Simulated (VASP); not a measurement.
# Al3Si2F (Imm2) in VASP: band structure with PBE

Aim: the band structure of Al3Si2F with PBE.

All numbers are computed with VASP 6.6.1; they aren't measurements. Logs are shortened: lines on timing, memory, paths and dates and some standing lists are left out, and cuts for length are marked.

### Step 1. The crystal as given

The structure is orthorhombic, space group Imm2 (No. 44). The conventional cell has a = 4.501 Å, b = 11.754 Å, c = 4.019 Å, α = 90.00°, β = 90.00°, γ = 90.00°. Al (site symmetry m) is surrounded by 1 F at 2.13 Å. Al (site symmetry mm2) has 2 F at 2.26 Å and 2 Si at 2.52 Å as nearest neighbours. Around Si (site symmetry m) lie 5 Al at 2.50 to 2.66 Å. F (site symmetry mm2) is surrounded by 4 Al at 2.13 to 2.26 Å.

The cell was built by a generator and needn't be a form met in nature.

### Step 2. Band structure, PBE

Contents of POSCAR:

```
Al3Si2F
1.0
   -2.2505900000      5.8772100000      2.0094200000
    2.2505900000     -5.8772100000      2.0094200000
    2.2505900000      5.8772100000     -2.0094200000
Al Si F
3 2 1
Direct
    0.6327120000      0.7973640000      0.8353480000
    0.9620170000      0.7973640000      0.1646520000
    0.0590690000      0.5590690000      0.5000000000
    0.3984940000      0.0374090000      0.3610850000
    0.6763230000      0.0374090000      0.6389150000
    0.0214910000      0.0214910000      0.0000000000
```

Contents of INCAR.step1:

```
PREC = Accurate ; ENCUT = 520
EDIFF = 1E-6 ; ISMEAR = 0
SIGMA = 0.1 ; LREAL = F
LASPH = T ; NELM = 100
ALGO = Normal ; ISIF = 2
LWAVE = F ; LCHARG = T
GGA = PE ; KPAR = 2
```

Contents of KPOINTS.step1:

```
regular mesh
0
Gamma
  10 10 10
```

Contents of INCAR.step2:

```
PREC = Accurate ; ENCUT = 520
EDIFF = 1E-6 ; ISMEAR = 0
SIGMA = 0.05 ; LREAL = F
LASPH = T ; NELM = 100
ALGO = Normal ; ISIF = 2
LWAVE = F ; LCHARG = F
GGA = PE ; KPAR = 2
ICHARG = 11
```

Contents of KPOINTS.step2:

```
path GXLTWRX1ZGYSW,L1Y,Y1Z
20
line-mode
reciprocal
 0.0000000000  0.0000000000  0.0000000000  G
 0.2792239578  0.2792239578 -0.2792239578  X

 0.2792239578  0.2792239578 -0.2792239578  X
 0.4925641351  0.0658837805 -0.4925641351  L

 0.4925641351  0.0658837805 -0.4925641351  L
 0.5000000000  0.0000000000 -0.5000000000  T

 0.5000000000  0.0000000000 -0.5000000000  T
 0.2500000000  0.2500000000 -0.7500000000  W

 0.2500000000  0.2500000000 -0.7500000000  W
 0.0000000000  0.5000000000 -0.5000000000  R

 0.0000000000  0.5000000000 -0.5000000000  R
-0.2792239578  0.7207760422 -0.7207760422  X1

-0.2792239578  0.7207760422 -0.7207760422  X1
-0.5000000000  0.5000000000 -0.5000000000  Z

-0.5000000000  0.5000000000 -0.5000000000  Z
 0.0000000000  0.0000000000  0.0000000000  G

 0.0000000000  0.0000000000  0.0000000000  G
 0.2866598227 -0.2866598227 -0.2866598227  Y

 0.2866598227 -0.2866598227 -0.2866598227  Y
 0.0000000000  0.0000000000 -0.5000000000  S

 0.0000000000  0.0000000000 -0.5000000000  S
 0.2500000000  0.2500000000 -0.7500000000  W

 0.5074358649 -0.0658837805 -0.5074358649  L1
 0.2866598227 -0.2866598227 -0.2866598227  Y

-0.2866598227  0.2866598227 -0.7133401773  Y1
-0.5000000000  0.5000000000 -0.5000000000  Z
```

Potentials or basis: VASP PAW PBE potentials, release 64 (Al, Si, F).

Run with:

```console
$ cat potpaw_PBE.64/Al/POTCAR potpaw_PBE.64/Si/POTCAR potpaw_PBE.64/F/POTCAR > POTCAR
$ cp INCAR.step1 INCAR
$ cp KPOINTS.step1 KPOINTS
$ mpirun -np 2 vasp_std > vasp.out
$ cp INCAR.step2 INCAR
$ cp KPOINTS.step2 KPOINTS
$ mpirun -np 2 vasp_std > vasp.out
```

OUTCAR:

```text
PREC = Accurate
   ENCUT = 520
   EDIFF = 1E-6
   ISMEAR = 0
   LREAL = F
   LASPH = T
   NELM = 100
   ISIF = 2
   GGA = PE
   ICHARG = 11

 ion  position               nearest neighbor table
   1  0.633  0.797  0.835-   6 2.13   4 2.50   4 2.50   5 2.50   3 3.15   3 3.15
   2  0.962  0.797  0.165-   6 2.13   5 2.50   5 2.50   4 2.50   3 3.15   3 3.15
   3  0.059  0.559  0.500-   6 2.26   6 2.26   5 2.52   4 2.52   5 2.66   4 2.66   1 3.15   1 3.15
                             2 3.15   2 3.15
   4  0.398  0.037  0.361-   1 2.50   1 2.50   2 2.50   3 2.52   3 2.66
   5  0.676  0.037  0.639-   2 2.50   2 2.50   1 2.50   3 2.52   3 2.66
   6  0.021  0.021  0.000-   1 2.13   2 2.13   3 2.26   3 2.26

  LATTYP: Found a body centered orthorhombic cell.
 ALAT       =     4.0188400000
 B/A-ratio  =     1.1200197072
 C/A-ratio  =     2.9248290552

  Lattice vectors:

 A1 = (   2.2505900000,  -5.8772100000,   2.0094200000)
 A2 = (  -2.2505900000,  -5.8772100000,  -2.0094200000)
 A3 = (   2.2505900000,   5.8772100000,  -2.0094200000)

Analysis of symmetry for initial positions (statically):
=====================================================================
 Subroutine PRICEL returns:
 Original cell was already a primitive cell.

 Routine SETGRP: Setting up the symmetry group for a
 body centered orthorhombic supercell.

 Subroutine GETGRP returns: Found  4 space group operations
 (whereof  4 operations were pure point group operations)
 out of a pool of  8 trial point group operations.

The static configuration has the point symmetry C_2v.

Analysis of symmetry for dynamics (positions and initial velocities):
=====================================================================
 Subroutine PRICEL returns:
 Original cell was already a primitive cell.

 Routine SETGRP: Setting up the symmetry group for a
 body centered orthorhombic supercell.

 Subroutine GETGRP returns: Found  4 space group operations
 (whereof  4 operations were pure point group operations)
 out of a pool of  8 trial point group operations.

The dynamic configuration has the point symmetry C_2v.

 Subroutine INISYM returns: Found  4 space group operations
 (whereof  4 operations are pure point group operations),
 and found     1 'primitive' translations

----------------------------------------------------------------------------------------

                                     Primitive cell

  volume of cell :     106.3159

  direct lattice vectors                    reciprocal lattice vectors
    -2.250590000  5.877210000  2.009420000     0.000000000  0.085074381  0.248828020
     2.250590000 -5.877210000  2.009420000     0.222163966  0.000000000  0.248828020
     2.250590000  5.877210000 -2.009420000     0.222163966  0.085074381  0.000000000

  length of vectors
     6.606400038  6.606400038  6.606400038     0.262969644  0.333574896  0.237895939

  position of ions in fractional coordinates (direct lattice)
     0.632712000  0.797364000  0.835348000
     0.962017000  0.797364000  0.164652000
     0.059069000  0.559069000  0.500000000
     0.398494000  0.037409000  0.361085000
     0.676323000  0.037409000  0.638915000
     0.021491000  0.021491000  0.000000000

  ion indices of the primitive-cell ions
   primitive index   ion index
                 1           1
                 2           2
                 3           3
                 4           4
                 5           5
                 6           6

----------------------------------------------------------------------------------------

 KPOINTS: path GXLTWRX1ZGYSW,L1Y,Y1Z

Interpolating k-points between supplied coordinates.

 Line segments in fractional coordinates (reciprocal lattice):
    0.000000  0.000000  0.000000  ...  0.279224  0.279224 -0.279224
    0.279224  0.279224 -0.279224  ...  0.492564  0.065884 -0.492564
    0.492564  0.065884 -0.492564  ...  0.500000  0.000000 -0.500000
    0.500000  0.000000 -0.500000  ...  0.250000  0.250000 -0.750000
    0.250000  0.250000 -0.750000  ...  0.000000  0.500000 -0.500000
    0.000000  0.500000 -0.500000  ... -0.279224  0.720776 -0.720776
   -0.279224  0.720776 -0.720776  ... -0.500000  0.500000 -0.500000
   -0.500000  0.500000 -0.500000  ...  0.000000  0.000000  0.000000
    0.000000  0.000000  0.000000  ...  0.286660 -0.286660 -0.286660
    0.286660 -0.286660 -0.286660  ...  0.000000  0.000000 -0.500000
    0.000000  0.000000 -0.500000  ...  0.250000  0.250000 -0.750000
    0.507436 -0.065884 -0.507436  ...  0.286660 -0.286660 -0.286660
   -0.286660  0.286660 -0.713340  ... -0.500000  0.500000 -0.500000

 Generated    20 points on each line segment, for a total of    260 k-points:

 Following reciprocal coordinates:
            Coordinates               Weight
  0.000000  0.000000  0.000000      0.003846
  0.014696  0.014696 -0.014696      0.003846
  0.029392  0.029392 -0.029392      0.003846
  0.044088  0.044088 -0.044088      0.003846
  0.058784  0.058784 -0.058784      0.003846
  0.073480  0.073480 -0.073480      0.003846
[... 16 lines left out ...]
  0.301681  0.256767 -0.301681      0.003846
  0.312909  0.245539 -0.312909      0.003846
 [... further k-points ...]
   k-points           NKPTS =    260   k-points in BZ     NKDIM =    260   number of bands    NBANDS=     16
   number of dos      NEDOS =    301   number of ions     NIONS =      6
   total plane-waves  NPLWV = 125000
   dimension x,y,z NGX =    50 NGY =   50 NGZ =   50
   dimension x,y,z NGXF=   100 NGYF=  100 NGZF=  100
   ions per type =               3   2   1
   NGX,Y,Z   is equivalent  to a cutoff of  12.58, 12.58, 12.58 a.u.
   NGXF,Y,Z  is equivalent  to a cutoff of  25.16, 25.16, 25.16 a.u.
 SYSTEM =  unknown system
   PREC   = accura    normal or accurate (medium, high low for compatibility)
   ISTART =      0    job   : 0-new  1-cont  2-samecut
   ICHARG =     11    charge: 1-file 2-atom 10-const
   ISPIN  =      1    spin polarized calculation?
   LNONCOLLINEAR =      F non collinear calculations
   LSORBIT =      F    spin-orbit coupling
   LASPH  =      T    aspherical Exc in radial PAW
   ENCUT  =  520.0 eV  38.22 Ry    6.18 a.u.  12.28 12.28 12.28*2*pi/ulx,y,z
   NELM   =    100;   NELMIN=  2; NELMDL=  0     # of ELM steps
   EDIFF  = 0.1E-05   stopping-criterion for ELM
   LREAL  =      F    real-space projection
   EDIFFG = 0.1E-04   stopping-criterion for IOM
   NSW    =      0    number of steps for IOM
   IBRION =     -1    ionic relax: 0-MD 1-quasi-New 2-CG
   NFREE  =      0    steps in history (QN), initial steepest desc. (CG)
   ISIF   =      2    stress and relaxation
   ISYM   =      2    0-nonsym 1-usesym 2-fastsym
   POTIM  = 0.5000    time-step for ionic-motion
   TEBEG  =    0.0;   TEEND  =   0.0 temperature during run
   PSTRESS=    0.0 pullay stress
   NELECT =      24.0000    total number of electrons
   NUPDOWN=      -1.0000    fix difference up-down
   EMIN   =  10.00;   EMAX   =-10.00  energy-range for DOS
   EFERMI =   0.00;   METHOD = LEGACY
   ISMEAR =     0;   SIGMA  =   0.05  broadening in eV -4-tet -1-fermi 0-gaus
   EFERMI_NEDOS =   21; number of points for ismear=-14 and -15
   IALGO  =     38    algorithm
   IMIX   =      4    mixing-type and parameters
     AMIX     =   0.40;   BMIX     =  1.00
     AMIX_MAG =   1.60;   BMIX_MAG =  1.00
  volume/ion in A,a.u.               =      17.72       119.58
  Fermi-wavevector in a.u.,A,eV,Ry     =   0.996810  1.883698 13.519165  0.993631
  Thomas-Fermi vector in A             =   2.128924
   LORBIT       =      0    0 simple, 1 ext, 2 COOP (PROOUT), +10 PAW based schemes
   GGA     = PE    functional components
   LHFCALC =     F    Hartree Fock is set to
   AEXX    =    0.0000 exact exchange contribution
   IVDW    =     0    specifies the selected vdW correction
   LEPSILON=     F    determine dielectric tensor
   LRPA    =     F    only Hartree local field effects (RPA)
 non-spin polarized calculation
 Gauss-broadening in eV      SIGMA  =   0.05
  energy-cutoff  :      520.00
  volume of cell :      106.32
 maximum number of plane-waves:      2902
 NGX is ok and might be reduce to    50

 number of electron      24.0000004 magnetization

 Free energy of the ion-electron system (eV)
  ---------------------------------------------------
  ext. energy  EPLUGINS =         0.00000000
  ---------------------------------------------------
  free energy    TOTEN  =       -25.98851123 eV

  energy without entropy =      -25.98552526  energy(sigma->0) =      -25.98701825

 E-fermi :   6.0276     XC(G=0):  -9.5812

 val. band max:        6.0228470139   @ k =   0.4937   0.0555  -0.4937
 cond. band min:       6.0287946343   @ k =  -0.2368   0.2368  -0.2368
 fundamental gap:      0.0059476205
 Fermi energy:         6.0276189683

 k-point     1 :       0.0000    0.0000    0.0000
  band No.  band energies     occupation
      1     -19.8671      2.00000
      2      -4.3888      2.00000
      3      -2.9493      2.00000
      4      -2.1930      2.00000
      5      -1.0906      2.00000
      6      -0.6773      2.00000
[... 8 lines left out ...]
     15       7.3182      0.00000
     16       9.9744      0.00000

 k-point     2 :       0.0147    0.0147   -0.0147
  band No.  band energies     occupation
      1     -19.8670      2.00000
      2      -4.3830      2.00000
      3      -2.9462      2.00000
      4      -2.1922      2.00000
      5      -1.0931      2.00000
      6      -0.6789      2.00000
[... 8 lines left out ...]
     15       7.3719      0.00000
     16       9.9841      0.00000

 k-point     3 :       0.0294    0.0294   -0.0294
  band No.  band energies     occupation
      1     -19.8667      2.00000
      2      -4.3655      2.00000
      3      -2.9369      2.00000
      4      -2.1898      2.00000
      5      -1.1004      2.00000
      6      -0.6836      2.00000
[... 8 lines left out ...]
     15       7.5439      0.00000
     16      10.0135      0.00000
[... 362 lines left out ...]
 k-point    23 :       0.3017    0.2568   -0.3017
  band No.  band energies     occupation
      1     -19.8568      2.00000
      2      -3.0310      2.00000
      3      -2.9615      2.00000
      4      -2.1236      2.00000
      5      -1.6304      2.00000
      6      -0.7026      2.00000
[... 8 lines left out ...]
     15       7.5680      0.00000
     16       8.5732      0.00000

 k-point    24 :       0.3129    0.2455   -0.3129
  band No.  band energies     occupation
      1     -19.8566      2.00000
      2      -3.0194      2.00000
      3      -2.9520      2.00000
      4      -2.1483      2.00000
      5      -1.6246      2.00000
      6      -0.7090      2.00000
[... 8 lines left out ...]
     15       7.6730      0.00000
     16       8.4795      0.00000

 [... further k-points ...]
[... 5 lines left out ...]
  --------------------------------------------------------------------------------------
  -------------------------------------------------------------------------------------
  Total        0.3851108      0.7111991     -1.0759498      0.0000000      0.0000000      0.0000000
  in kB        5.8036067     10.7177469    -16.2145275      0.0000000      0.0000000      0.0000000
  external PRESSURE =       0.1022754 kB  Pullay stress =       0.0000000 kB

 VOLUME and BASIS-vectors are now :
 -----------------------------------------------------------------------------
  energy-cutoff  :      520.00
  volume of cell :      106.32
      direct lattice vectors                 reciprocal lattice vectors
    -2.250590000  5.877210000  2.009420000     0.000000000  0.085074381  0.248828020
     2.250590000 -5.877210000  2.009420000     0.222163966  0.000000000  0.248828020
     2.250590000  5.877210000 -2.009420000     0.222163966  0.085074381  0.000000000

 POSITION                                       TOTAL-FORCE (eV/Angst)
 -----------------------------------------------------------------------------------
      2.25059      3.94182      1.19506        -0.000000     -0.010100      0.006411
     -0.00000      1.93539      3.20448        -0.000000      0.010100      0.006411
      2.25059      0.00000      0.23739         0.000000      0.000000     -0.368803
     -0.00000      4.24434      0.15034        -0.000000     -0.236503      0.241068
      0.00000      7.51007      0.15034         0.000000      0.236503      0.241068
      0.00000      0.00000      0.08637        -0.000000      0.000000     -0.126156
 -----------------------------------------------------------------------------------
    total drift:                               -0.000145      0.000661      0.026427

  FREE ENERGIE OF THE ION-ELECTRON SYSTEM (eV)
  ---------------------------------------------------
  free  energy   TOTEN  =       -25.9885112322 eV

  energy  without entropy=      -25.9855252623  energy(sigma->0) =      -25.98701825
```

Wall time 5.1 min (2 MPI ranks of Intel Xeon Platinum 8488C (Sapphire Rapids), shared host); peak memory 0.61 GiB.

Results:

| Quantity | Value |
| --- | --- |
| Band gap along the path | none (metal or under the smearing width) |

Levels at the corners of the path, in eV from the Fermi level:
```
point  band 9  band 10  band 11  band 12  band 13  band 14  band 15  band 16
    Γ   -2.34    -1.40    -1.10    -0.44     0.44     0.56     1.21     3.86
    X   -3.12    -2.08    -1.21    -0.69    -0.12     1.08     1.36     2.56
    X   -3.12    -2.08    -1.21    -0.69    -0.12     1.08     1.36     2.56
    L   -4.14    -3.03    -2.76    -1.35    -0.05     0.79     2.36     3.91
    L   -4.14    -3.03    -2.76    -1.35    -0.05     0.79     2.36     3.93
    T   -4.06    -3.13    -2.82    -1.37    -0.20     0.73     2.57     3.61
    T   -4.06    -3.13    -2.82    -1.37    -0.20     0.73     2.57     3.61
    W   -3.88    -3.11    -2.96    -1.87     1.06     1.08     1.48     2.38
    W   -3.88    -3.11    -2.96    -1.87     1.06     1.08     1.48     2.38
    R   -2.18    -1.91    -1.75    -1.42     0.49     0.82     2.41     2.85
    R   -2.18    -1.91    -1.75    -1.42     0.49     0.82     2.41     2.85
   X1   -3.12    -2.08    -1.21    -0.69    -0.12     1.08     1.36     2.56
   X1   -3.12    -2.08    -1.21    -0.69    -0.12     1.08     1.36     2.56
    Z   -2.43    -2.06    -1.07    -0.87     0.32     0.40     2.46     3.00
    Z   -2.43    -2.06    -1.07    -0.87     0.32     0.40     2.46     3.00
    Γ   -2.34    -1.40    -1.10    -0.44     0.44     0.56     1.21     3.86
    Γ   -2.34    -1.40    -1.10    -0.44     0.44     0.56     1.21     3.86
    Y   -2.66    -1.61    -0.69     0.22     0.86     1.88     2.76     2.97
    Y   -2.66    -1.61    -0.69     0.22     0.86     1.88     2.76     2.97
    S   -2.20    -1.47    -1.28     0.05     1.54     1.58     2.74     3.61
    S   -2.20    -1.47    -1.28     0.05     1.54     1.58     2.74     3.70
    W   -3.88    -3.11    -2.96    -1.87     1.06     1.08     1.48     2.38
   L1   -4.14    -3.03    -2.76    -1.35    -0.05     0.79     2.36     3.92
    Y   -2.66    -1.61    -0.69     0.22     0.86     1.88     2.76     2.97
   Y1   -2.66    -1.61    -0.69     0.22     0.86     1.88     2.76     2.97
    Z   -2.43    -2.06    -1.07    -0.87     0.32     0.40     2.46     3.00
```

Caveat: the log is that of the step along the path at fixed density, whose energy, stress, charges and moments have no meaning.
